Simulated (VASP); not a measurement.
Output of a VASP run:

### OSZICAR
```
       N       E                     dE             d eps       ncg     rms          rms(c)
DAV:   1     0.324591669408E+03    0.32459E+03   -0.17509E+04   744   0.221E+03
DAV:   2     0.132526283003E+02   -0.31134E+03   -0.30018E+03   774   0.516E+02
DAV:   3    -0.140512647911E+02   -0.27304E+02   -0.26958E+02   838   0.165E+02
DAV:   4    -0.148254196194E+02   -0.77415E+00   -0.77301E+00   812   0.270E+01
DAV:   5    -0.148470763401E+02   -0.21657E-01   -0.21652E-01   820   0.451E+00    0.692E+00
DAV:   6    -0.135421278147E+02    0.13049E+01   -0.61937E+00  1026   0.267E+01    0.196E+00
DAV:   7    -0.135440263322E+02   -0.18985E-02   -0.23491E-01   736   0.432E+00    0.124E+00
DAV:   8    -0.135436032917E+02    0.42304E-03   -0.56420E-02   832   0.395E+00    0.420E-01
DAV:   9    -0.135412588065E+02    0.23445E-02   -0.79299E-03  1022   0.126E+00    0.130E-01
DAV:  10    -0.135418014800E+02   -0.54267E-03   -0.26891E-03   740   0.726E-01    0.540E-02
DAV:  11    -0.135418266805E+02   -0.25200E-04   -0.33657E-04   750   0.282E-01    0.864E-03
DAV:  12    -0.135418297335E+02   -0.30530E-05   -0.28937E-05   764   0.699E-02    0.376E-03
DAV:  13    -0.135418301897E+02   -0.45616E-06   -0.16047E-06   582   0.188E-02
   1 F= -.27913960E+01 E0= -.27913960E+01  d E =-.279140E+01
```

### OUTCAR
```
------------------------ aborting loop because EDIFF is reached ----------------------------------------
  FORCE on cell =-STRESS in cart. coord.  units (eV):
  Direction    XX          YY          ZZ          XY          YZ          ZX
  --------------------------------------------------------------------------------------
  Total       10.7305935     10.7305935     10.7305935      0.0000000     -0.0000000      0.0000000
  in kB      449.1694930    449.1694930    449.1694930      0.0000000     -0.0000000      0.0000000
  external PRESSURE =      -0.8305070 kB  Pullay stress =     450.0000000 kB
  volume of cell :       38.28
      direct lattice vectors                 reciprocal lattice vectors
     0.000000000  2.674841334  2.674841334    -0.186926975  0.186926975  0.186926975
     2.674841334  0.000000000  2.674841334     0.186926975 -0.186926975  0.186926975
     2.674841334  2.674841334  0.000000000     0.186926975  0.186926975 -0.186926975
 POSITION                                       TOTAL-FORCE (eV/Angst)
 -----------------------------------------------------------------------------------
      0.00000      0.00000      0.00000         0.000000     -0.000000      0.000000
      1.33742      1.33742      1.33742        -0.000000      0.000000     -0.000000
      4.01226      4.01226      4.01226        -0.000000      0.000000      0.000000
 -----------------------------------------------------------------------------------
    total drift:                                0.000000     -0.000000      0.000000
  FREE ENERGIE OF THE ION-ELECTRON SYSTEM (eV)
  ---------------------------------------------------
  free  energy   TOTEN  =       -13.5418301897 eV

  energy  without entropy=      -13.5418301897  energy(sigma->0) =      -13.54183019
  enthalpy is  TOTEN    =        -2.7913960199 eV   P V=       10.7504341697

 reached required accuracy - stopping structural energy minimisation
```
(Selected blocks of OUTCAR.)

**POSCAR**
```
PbF2
1
    0.0000000000     2.6748413341     2.6748413341
    2.6748413341    -0.0000000000     2.6748413341
    2.6748413341     2.6748413341    -0.0000000000
Pb F
1 2
Direct
  0.0000000000   0.0000000000   1.0000000000
  0.2500000000   0.2500000000   0.2500000000
  0.7500000000   0.7500000000   0.7500000000
```

Task: Write an INCAR and KPOINTS that could have produced this output.

Result: Several could match; the one computed here: the input of the run itself, PBEsol GGA, plane waves, VASP's PBE PAW potentials (set 64).

INCAR:
```
EDIFFG = -0.02   # ionic stop
PSTRESS = 450   # kbar
LCHARG = .False.
LMAXMIX = 4
LREAL = .False.
LASPH = .True.
NSW = 40
ISMEAR = 0
ALGO = Normal   # blocked Davidson
PREC = Accurate
LWAVE = .False.
ISIF = 3   # ions, shape and volume
SYSTEM = PbF2
SIGMA = 0.05
NELM = 100   # most electronic steps
GGA = PS
ENCUT = 620   # plane-wave cut-off (eV)
EDIFF = 1E-6   # SCF stop (eV)
IBRION = 2   # conjugate gradients
```

### KPOINTS
```
Regular mesh
0
G
  7 7 7
```

POTCAR, in this order: Pb_d F (PBE.64 set). Program: vasp_std.

The compound is PbF2 in the fluorite structure, the β form. It was relaxed first under an external pressure of 45 GPa.
